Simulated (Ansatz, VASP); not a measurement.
# Ni in two plane-wave programs, part 2 of 2

Wanted: the spread between two codes on one cell, functional and k mesh. The structure shown is the end of the Ansatz relaxation below.

VASP 6.6.1 and Ansatz 0.2.0.

So far: The starting structure; Ansatz: relaxation, PBEsol; VASP: single point, PBEsol, pair 1.

## 4. Side by side

Known differences besides the potentials themselves: VASP starts from the moments at which Ansatz ended; the data sets hold 36 valence electrons in Ansatz (on its PAW soft_1 files) and 20 in VASP; Ansatz makes its cores anew for this functional, VASP keeps those of its PBE data sets; Ansatz's pressure holds a Pulay correction, VASP's none; site moments are counted in spheres of each program's own size. Total energies have different zeros and are not compared.

The two programs side by side:

```csv
quantity,Ansatz,VASP,difference
pressure (GPa),7.33,6.93,+0.40
total moment (μB),1.23,1.22,+0.02
moment on Ni1 (μB),0.65,0.61,+0.04
moment on Ni2 (μB),0.65,0.61,+0.04
```

## 5. Ansatz: relaxation, PBEsol

This run makes the geometry at which the two programs are then compared. The cell compared in this pair holds 20.40 Å³, against 20.20 Å³ for the pair before.

The structure compared here is the end of the Ansatz relaxation.

File input.yaml:

```yaml
crystal:
  lattice:
    - [2.39953098, 0.0, 0.0]
    - [0.0, 2.39953098, 0.0]
    - [0.0, 0.0, 3.504255436]
  atoms:
    - { symbol: Ni, position: [0.0, 0.0, 0.0], spin: 0.7 }
    - { symbol: Ni, position: [0.5, 0.5, 0.5], spin: 0.7 }
magnetization:
  spin_polarized: true
kpoints:
  mp_grid: { grid: [18, 18, 12] }
scf:
  occupations: { method: fermi_dirac, width: 0.05 }
hamiltonian:
  xc: pbesol
  pseudopotentials: { kind: paw, azcp: { folder: soft_1 }, xc_functional: pbe }
basis:
  ecutwfc: 600
output:
  forces: true
  stress: true
relax:
  f_tol: 0.005
  max_steps: 70
  cell: { stress_tol: 0.02, p_target: 0, fix: [a, b, alpha, beta, gamma] }
```

The run is started by

```console
$ ansatz run input.yaml --threads 4 --pin off --max-ram 10240MiB --backend cpu --events-out ev --progress --plain --runs-dir out
```

Numbers of over 12 decimals in the logs are rounded to 6 here.

What it wrote:

```text
[...]
Crystal: 2 atoms, lattice volume = 20.177 Å³
Basis set: ecut = 600 eV, 673 PW (Γ), exchange–correlation on 40×40×60 points (8 copies of the dense FFT grid, shifted against one another)
Bands: 23, of which v1, the nominal top of the filled ones, is band 18 counted from 1 (17 counted from 0)
Symmetry: 32 space group operations
[...]
0.000000       6.837772      -0.000000
        0.000000      -0.000000      -0.004173
  P = ⅓ Tr σ = 4.5571 GPa (45.571 kbar)
--- Relaxed structure (4 steps of the walk, 4 accepted, 1 SCFs on fresh bases) ---
[...]
cell:  # Å, volume = 20.3953 Å³
    - [2.39953098, 0, 0]
    - [0, 2.39953098, 0]
    - [0, 0, 3.542229]
  atoms:
    - { symbol: Ni, position: [0.0, 0.0, 0.0] }
    - { symbol: Ni, position: [0.5, 0.5, 0.500000] }
[key lines of the parts left out:]
SCF converged after 7 iterations
Magnetization: 1.2375 μB (18.6188 up, 17.3812 down)
Free energy (F): -11609.962947 eV
Fermi energy:    19.267098 eV
```

## 6. VASP: single point, PBEsol, pair 2

The same cell, functional, mesh and smearing now go to VASP, with its own data sets.

File INCAR:

```
SYSTEM = Ni
PREC = Accurate
ENCUT = 600
EDIFF = 1E-06
NELM = 200
ISMEAR = -1
SIGMA = 0.05
LREAL = .FALSE.
ALGO = Normal
GGA = PS
NBANDS = 18
ISPIN = 2
MAGMOM = 0.65 0.65
LASPH = .TRUE.
LMAXMIX = 4
LORBIT = 11
LWAVE = .FALSE.
LCHARG = .FALSE.
ISIF = 2
GGA_COMPAT = .FALSE.
KPAR = 2
```

File POSCAR:

```
Ni
1.0
    2.3995309800      0.0000000000      0.0000000000
    0.0000000000      2.3995309800      0.0000000000
    0.0000000000      0.0000000000      3.5422287442
Ni
2
Direct
    0.0000000000      0.0000000000      0.0000000000
    0.5000000000      0.5000000000      0.5000000000
```

File KPOINTS:

```
Automatic mesh
0
Gamma
18 18 12
0 0 0
```

Potentials, in the order of the species: Ni (PBE family, release 64).

The run is started by

```console
$ mpirun -np 2 vasp_std
```

What it wrote:

```text
[banner, memory and clock lines left out]
running    2 mpi-ranks, on    1 nodes
[...]
[... a notice as in an earlier step ...]

 LDA part: xc-table for (Slater+PW92), standard interpolation
 POSCAR, INCAR and KPOINTS ok, starting setup
[...]
entering main loop
       N       E                     dE             d eps       ncg     rms          rms(c)
DAV:   1     0.951013743968E+02    0.95101E+02   -0.97592E+03 29832   0.172E+03
DAV:   2    -0.103364293963E+02   -0.10544E+03   -0.98517E+02 27842   0.265E+02
DAV:   3    -0.146232555106E+02   -0.42868E+01   -0.41614E+01 30326   0.669E+01
DAV:   4    -0.146798546055E+02   -0.56599E-01   -0.56560E-01 32006   0.675E+00
[...]
DAV:  11    -0.122688832722E+02    0.24919E-03   -0.55345E-05 38368   0.105E-01    0.261E-02
DAV:  12    -0.122688821014E+02    0.11708E-05   -0.50189E-06 33794   0.250E-02    0.131E-02
DAV:  13    -0.122688817233E+02    0.37807E-06   -0.16536E-06 20460   0.149E-02
   1 F= -.12268882E+02 E0= -.12255440E+02  d E =-.268843E-01  mag=     1.2219
```

From OUTCAR (step 6):

```text
  Total        0.8195940      0.8195940     -0.0256417      0.0000000      0.0000000      0.0000000
  in kB       64.3843057     64.3843057     -2.0143165      0.0000000      0.0000000      0.0000000
  external PRESSURE =      42.2514316 kB  Pullay stress =       0.0000000 kB

 POSITION                                       TOTAL-FORCE (eV/Angst)
 -----------------------------------------------------------------------------------
      0.00000      0.00000      0.00000         0.000000      0.000000      0.000000
      1.19977      1.19977      1.77111         0.000000      0.000000      0.000000
 -----------------------------------------------------------------------------------
    total drift:                               -0.000000      0.000000      0.000000

  FREE ENERGIE OF THE ION-ELECTRON SYSTEM (eV)
  ---------------------------------------------------
  free  energy   TOTEN  =       -12.2688817233 eV

  energy  without entropy=      -12.2419974227  energy(sigma->0) =      -12.25543957

 magnetization (x)
# of ion       s       p       d       tot
------------------------------------------
    1       -0.006  -0.023   0.644   0.615
    2       -0.006  -0.023   0.644   0.615
--------------------------------------------------
tot         -0.012  -0.047   1.288   1.229

[... 1 part as in an earlier step ...]

[... 2 further parts left out ...]
[key lines of the parts left out:]
E-fermi :  10.1264
```

The run ends at a pressure of 4.23 GPa.

## 7. Differences

What differs besides the data sets and the points named for the pairs above, as far as they apply: the data sets hold 36 valence electrons in Ansatz (on its PAW soft_1 files) and 20 in VASP. Total energies have different zeros and are not compared.

Compared:

```csv
quantity,Ansatz,VASP,difference
pressure (GPa),4.56,4.23,+0.33
total moment (μB),1.24,1.22,+0.02
moment on Ni1 (μB),0.65,0.61,+0.04
moment on Ni2 (μB),0.65,0.61,+0.04
```

## 8. Outcome

- difference in total moment (single point, PBEsol, pair 1): 0.016 μB
- difference in total moment (single point, PBEsol, pair 2): 0.016 μB

In words: The difference in total moment is 0.016 μB (single point, PBEsol, pair 1). The data sets hold unlike numbers of valence electrons (36 in Ansatz and 20 in VASP), so part of the differences comes from the potentials. How closely two codes agree says nothing of how well the functional describes the real material.

[Lines on the potential files, build, host, timing and source positions are cut from VASP's logs without a mark.]

[Logs are printed without paths, hosts, clocks, repeated set-up lines and the standing remarks that a program may print on its own settings, such as how far it seeks lower states.]

[Hosts, paths, dates, database ids (printed as entryN), source tags and the programs' standing remarks are cut or masked in the printed files.]
